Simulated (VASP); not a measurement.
Output of a VASP run:

OUTCAR:
```
 ion  position               nearest neighbor table
   1  0.000  0.000  0.000-   2 2.16   2 2.16   2 2.16   2 2.16   2 2.16   2 2.16
   2  0.500  0.500  0.500-   1 2.16   1 2.16   1 2.16   1 2.16   1 2.16   1 2.16
  LATTYP: Found a face centered cubic cell.
 ALAT       =     4.3141560000
 Subroutine PRICEL returns:
 Original cell was already a primitive cell.
 Subroutine GETGRP returns: Found 48 space group operations
The static configuration has the point symmetry O_h .
The dynamic configuration has the point symmetry O_h .
The overall configuration has the point symmetry O_h .
 Subroutine INISYM returns: Found 48 space group operations
 Subroutine IBZKPT returns following result:
 Found     16 irreducible k-points:

 Following reciprocal coordinates:
            Coordinates               Weight
  0.000000  0.000000  0.000000      1.000000
  0.166667  0.000000  0.000000      8.000000
  0.333333  0.000000  0.000000      8.000000
  0.500000  0.000000  0.000000      4.000000
  0.166667  0.166667  0.000000      6.000000
  0.333333  0.166667  0.000000     24.000000
  0.500000  0.166667  0.000000     24.000000
 -0.333333  0.166667  0.000000     24.000000
 -0.166667  0.166667  0.000000     12.000000
  0.333333  0.333333  0.000000      6.000000
  0.500000  0.333333  0.000000     24.000000
 -0.333333  0.333333  0.000000     12.000000
  0.500000  0.500000  0.000000      3.000000
  0.500000  0.333333  0.166667     24.000000
 -0.333333  0.333333  0.166667     24.000000
 -0.333333  0.500000  0.166667     12.000000
   k-points           NKPTS =     16   k-points in BZ     NKDIM =     16   number of bands    NBANDS=     13
   number of dos      NEDOS =    301   number of ions     NIONS =      2
   total plane-waves  NPLWV =   8000
   dimension x,y,z NGX =    20 NGY =   20 NGZ =   20
   dimension x,y,z NGXF=    40 NGYF=   40 NGZF=   40
   ions per type =               1   1
   PREC   = accura    normal or accurate (medium, high low for compatibility)
   ISTART =      0    job   : 0-new  1-cont  2-samecut
   ICHARG =      2    charge: 1-file 2-atom 10-const
   ISPIN  =      2    spin polarized calculation?
   LNONCOLLINEAR =      F non collinear calculations
   LSORBIT =      F    spin-orbit coupling
   INIWAV =      1    electr: 0-lowe 1-rand  2-diag
   ENCUT  =  400.0 eV  29.40 Ry    5.42 a.u.   4.97  4.97  4.97*2*pi/ulx,y,z
   NELM   =    100;   NELMIN=  2; NELMDL= -5     # of ELM steps
   EDIFF  = 0.1E-05   stopping-criterion for ELM
   LREAL  =      F    real-space projection
   NLSPLINE    = F    spline interpolate recip. space projectors
   LMAXMIX     =    4 max onsite mixed and CHGCAR
   VOSKOWN=      0    Vosko Wilk Nusair interpolation
   EDIFFG = 0.1E-04   stopping-criterion for IOM
   NSW    =      0    number of steps for IOM
   NBLOCK =      1;   KBLOCK =      1    inner block; outer block
   IBRION =     -1    ionic relax: 0-MD 1-quasi-New 2-CG
   NFREE  =      0    steps in history (QN), initial steepest desc. (CG)
   ISIF   =      2    stress and relaxation
   ISYM   =      2    0-nonsym 1-usesym 2-fastsym
   TEIN   =    0.0    initial temperature
   TEBEG  =    0.0;   TEEND  =   0.0 temperature during run
   SMASS  =  -3.00    Nose mass-parameter (am)
   PSTRESS=    0.0 pullay stress
   NELECT =      15.0000    total number of electrons
   EFERMI =   0.00;   METHOD = LEGACY
   ISMEAR =    -1;   SIGMA  =   0.10  broadening in eV -4-tet -1-fermi 0-gaus
   IALGO  =     38    algorithm
   LDIAG  =      T    sub-space diagonalisation (order eigenvalues)
   IMIX   =      4    mixing-type and parameters
     AMIX     =   0.40;   BMIX     =  1.00
     AMIX_MAG =   1.60;   BMIX_MAG =  1.00
     AMIN     =   0.10
   GGA     = PE    functional components
   VOSKOWN =     0    Vosko Wilk Nusair interpolation
   LHFCALC =     F    Hartree Fock is set to
   LHFONE  =     F    Hartree Fock one center treatment
   AEXX    =    0.0000 exact exchange contribution
   IVDW    =     0    specifies the selected vdW correction
   LEPSILON=     F    determine dielectric tensor
...
```

File OSZICAR:
```
       N       E                     dE             d eps       ncg     rms          rms(c)
DAV:   1     0.706215320483E+02    0.70622E+02   -0.65020E+03   872   0.114E+03
DAV:   2    -0.113809378752E+02   -0.82002E+02   -0.72914E+02   897   0.245E+02
DAV:   3    -0.158073812107E+02   -0.44264E+01   -0.43344E+01   932   0.649E+01
DAV:   4    -0.158620520356E+02   -0.54671E-01   -0.54641E-01   953   0.720E+00
DAV:   5    -0.158635940777E+02   -0.15420E-02   -0.15420E-02   946   0.120E+00    0.145E+01
DAV:   6    -0.147717743126E+02    0.10918E+01   -0.26133E+01   955   0.846E+01    0.214E+01
DAV:   7    -0.132083620335E+02    0.15634E+01   -0.12097E+01   968   0.707E+01    0.787E+00
DAV:   8    -0.131589190343E+02    0.49443E-01   -0.56542E-01  1013   0.113E+01    0.455E+00
DAV:   9    -0.131229466778E+02    0.35972E-01   -0.60527E-01  1150   0.159E+01    0.311E+00
DAV:  10    -0.131171417862E+02    0.58049E-02   -0.71157E-02  1096   0.512E+00    0.153E+00
DAV:  11    -0.131069656481E+02    0.10176E-01   -0.10871E-01  1182   0.641E+00    0.619E-01
DAV:  12    -0.131060206967E+02    0.94495E-03   -0.97575E-03  1131   0.157E+00    0.989E-02
DAV:  13    -0.131060127455E+02    0.79512E-05   -0.74268E-04   867   0.268E-01    0.951E-02
DAV:  14    -0.131059861563E+02    0.26589E-04   -0.51185E-05  1217   0.911E-02    0.235E-02
DAV:  15    -0.131059885006E+02   -0.23443E-05   -0.95238E-06  1181   0.656E-02    0.908E-03
DAV:  16    -0.131059889834E+02   -0.48279E-06   -0.40988E-06   670   0.322E-02
   1 F= -.13105989E+02 E0= -.13046845E+02  d E =-.118288E+00  mag=     2.8579
```

**OUTCAR**
```
------------------------ aborting loop because EDIFF is reached ----------------------------------------
  FORCE on cell =-STRESS in cart. coord.  units (eV):
  Direction    XX          YY          ZZ          XY          YZ          ZX
  --------------------------------------------------------------------------------------
  Total       -1.7158974     -1.7158974     -1.7158974     -0.0000000     -0.0000000      0.0000000
  in kB     -136.9538852   -136.9538852   -136.9538852     -0.0000000     -0.0000000      0.0000000
  external PRESSURE =    -136.9538852 kB  Pullay stress =       0.0000000 kB
  volume of cell :       20.07
      direct lattice vectors                 reciprocal lattice vectors
     0.000000000  2.157078000  2.157078000    -0.231795049  0.231795049  0.231795049
     2.157078000  0.000000000  2.157078000     0.231795049 -0.231795049  0.231795049
     2.157078000  2.157078000  0.000000000     0.231795049  0.231795049 -0.231795049
 POSITION                                       TOTAL-FORCE (eV/Angst)
 -----------------------------------------------------------------------------------
      0.00000      0.00000      0.00000         0.000000     -0.000000      0.000000
      2.15708      2.15708      2.15708        -0.000000      0.000000     -0.000000
 -----------------------------------------------------------------------------------
    total drift:                                0.000000      0.000000      0.000000
  FREE ENERGIE OF THE ION-ELECTRON SYSTEM (eV)
  ---------------------------------------------------
  free  energy   TOTEN  =       -13.1059889834 eV

  energy  without entropy=      -12.9877008555  energy(sigma->0) =      -13.04684492

 total charge

# of ion       s       p       d       tot
------------------------------------------
    1        0.283   0.331   7.120   7.734
    2        1.582   3.416   0.000   4.998
--------------------------------------------------
tot          1.865   3.747   7.120  12.732

 magnetization (x)

# of ion       s       p       d       tot
------------------------------------------
    1        0.020   0.017   2.495   2.532
    2        0.027   0.247   0.000   0.275
--------------------------------------------------
tot          0.048   0.265   2.495   2.807
```
(Selected blocks of OUTCAR.)

File POSCAR:
```
CoO
1
    0.0000000000     2.1570780000     2.1570780000
    2.1570780000     0.0000000000     2.1570780000
    2.1570780000     2.1570780000     0.0000000000
Co O
1 1
Direct
  0.0000000000   0.0000000000   0.0000000000
  0.5000000000   0.5000000000   0.5000000000
```

Q: Write an INCAR and KPOINTS that could have produced this output.

A: This is not unique; one that fits is the input of the run itself, PBE GGA, plane waves, VASP's PBE PAW potentials (set 64).

INCAR:
```
ALGO = Normal
EDIFF = 1E-6
ENCUT = 400
GGA = PE
ISIF = 2
ISMEAR = -1
ISPIN = 2
LASPH = .TRUE.
LCHARG = .FALSE.
LMAXMIX = 4
LORBIT = 11
LREAL = .FALSE.
LWAVE = .FALSE.
MAGMOM = 3.0 0.0
NELM = 100
PREC = Accurate
SIGMA = 0.1
SYSTEM = CoO
```

KPOINTS:
```
Regular mesh
0
gamma
 6 6 6
0 0 0
```

POTCAR, in this order: Co O (PBE.64 set). Program: vasp_std.

At this cut-off the stress carries a Pulay error, which pulls relaxed volumes low.  The moments were started parallel, and other spin orders were not tried in this run.

The structure comes from a measured CoO entry of the Crystallography Open Database, whose conditions weren't checked. The cell was not relaxed at this level. The k-mesh is coarse (spacing up to 0.42 per Å, 2π included), so the numbers may not be converged in it. The run is one of a series of settings (KPOINTS 6×6×6 Γ-centred mesh against the base run), some of them coarse on purpose.
